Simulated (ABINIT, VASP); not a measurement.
An input for ABINIT (PBEsol, PAW (JTH v2.0 PBE PAW, files made for PBE)):

```
# Cu2As, JTH v2.0 PBE PAW
pp_dirpath "./"
pseudos "Cu.GGA_PBE-JTH.xml, As.GGA_PBE-JTH.xml"
acell 3*1.0 Angstrom
rprim
         3.7365890000    0.0000000000    0.0000000000
         0.0000000000    3.7365890000    0.0000000000
         0.0000000000    0.0000000000    5.8217620000
natom 6
ntypat 2
znucl 29 33
typat 1 1 1 1 2 2
xcart
         1.8682945000    1.8682945000    0.0000000000
         0.0000000000    0.0000000000    0.0000000000
         1.8682945000    0.0000000000    1.7462957295
         0.0000000000    1.8682945000    4.0754662705
         1.8682945000    0.0000000000    4.1509745236
         0.0000000000    1.8682945000    1.6707874764
      Angstrom
ecut 30 Ha
pawecutdg 60 Ha
ixc -116133
occopt 3
tsmear 0.1 eV
nband 66
kptopt 1
ngkpt 2 2 1
nshiftk 1
shiftk 0 0 0
nstep 60
toldfe 1.0e-09
prtwf 0
prtden 0
prtvol 1
enunit 2
```

Task: Translate it to VASP.

Result: One set of files that does it:

INCAR:
```
! general
SYSTEM   =  Cu2As
PREC     =  Accurate
ENCUT    =  300
LREAL    =  .False.
LASPH    =  .True.

! electronic loop
EDIFF    =  1E-6
NELM     =  100
ALGO     =  Normal
LMAXMIX  =  4

! smearing
ISMEAR   =  -1
SIGMA    =  0.1

! functional
GGA      =  PS

! ions
ISIF     =  2

! output
LWAVE    =  .False.
LCHARG   =  .False.
```

POSCAR:
```
Cu2As
1
    3.7365890000     0.0000000000     0.0000000000
    0.0000000000     3.7365890000     0.0000000000
    0.0000000000     0.0000000000     5.8217620000
Cu As
4 2
Direct
  0.5000000000   0.5000000000   0.0000000000
  0.0000000000   0.0000000000   0.0000000000
  0.5000000000   0.0000000000   0.2999600000
  0.0000000000   0.5000000000   0.7000400000
  0.5000000000   0.0000000000   0.7130100000
  0.0000000000   0.5000000000   0.2869900000
```

### KPOINTS
```
kpoints
0
G
2 2 1
```

POTCAR, in this order: Cu As (PBE.64 set). Program: vasp_std.

Both inputs were run and reached self-consistency, which says nothing on mesh or cut-off. Potentials, basis and cut-offs are each code's own, so they don't translate, and total energies aren't comparable.

The structure comes from a computed database's Cu2As entry (P4/nmm); how it stands against other phases isn't given here. The cell was not relaxed at this level, and it may have been scaled.
